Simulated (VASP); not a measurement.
Level of theory: RPBE GGA, VASP's PBE PAW potentials (set 64) (plane waves; VASP).

A VASP calculation is set up with these files.

**INCAR**
```
SYSTEM = ZnS
PREC = Accurate; ENCUT = 300; LREAL = Auto
LASPH = .TRUE.
EDIFF = 1E-6; NELM = 100; ALGO = Normal
LMAXMIX = 4
ISMEAR = 0; SIGMA = 0.01
GGA = RP
ISIF = 2
LWAVE = .FALSE.; LCHARG = .FALSE.
```

### KPOINTS
```
Automatic mesh
0
Gamma
7 7 1
0.5 0.5 0.5
```

File POSCAR:
```
ZnS
1.0
  3.7786850000   0.0000000000   0.0000000000
 -1.8893420000   3.2724360000   0.0000000000
  0.0000000000   0.0000000000  24.6968110000
Zn S
8 8
Cart
 -0.0000015560   2.1816250908  18.5203855370
  1.8893445560   1.0908109092   6.1719800370
 -0.0000015560   2.1816250908   3.0819150447
  1.8893445560   1.0908109092  15.4303205447
  0.0000000000   0.0000000000   0.0009878724
  0.0000000000   0.0000000000  12.3493933724
  1.8893445560   1.0908109092  21.6176126045
 -0.0000015560   2.1816250908   9.2692071045
  0.0000000000   0.0000000000  14.6627436588
  0.0000000000   0.0000000000   2.3143381588
  1.8893445560   1.0908109092  23.9309628909
 -0.0000015560   2.1816250908  11.5825573909
 -0.0000015560   2.1816250908   5.3962532035
  1.8893445560   1.0908109092  17.7446587035
  1.8893445560   1.0908109092   8.4939742072
 -0.0000015560   2.1816250908  20.8423797072
```

POTCAR, in this order: Zn S (PBE.64 set). Program: vasp_std.

At this cut-off the stress carries a Pulay error, which pulls relaxed volumes low.

Q: What does the run give for the energy per atom (σ→0), pressure?

A: 
```yaml
energy per atom (σ→0): -3.063 eV/atom
pressure: 6.95 GPa
```

File OSZICAR:
```
...
DAV:  21    -0.490016264848E+02    0.59710E-04   -0.40646E-05  3858   0.669E-02    0.692E-02
DAV:  22    -0.490016088746E+02    0.17610E-04   -0.32508E-05  3962   0.349E-02    0.531E-02
DAV:  23    -0.490015975441E+02    0.11331E-04   -0.82579E-06  3226   0.192E-02    0.414E-02
DAV:  24    -0.490015886823E+02    0.88617E-05   -0.52702E-06  2444   0.180E-02    0.321E-02
DAV:  25    -0.490015805303E+02    0.81521E-05   -0.87775E-06  3088   0.250E-02    0.225E-02
DAV:  26    -0.490015770679E+02    0.34624E-05   -0.88229E-06  3052   0.162E-02    0.140E-02
DAV:  27    -0.490015763220E+02    0.74589E-06   -0.21146E-06  1712   0.550E-03
   1 F= -.49001576E+02 E0= -.49001576E+02  d E =-.299296E-40
```

The structure comes from a computed database's ZnS entry; how it stands against other phases isn't given here. The cell was not relaxed at this level. The run is one of a series of settings (GGA = RP against the base run), some of them coarse on purpose.
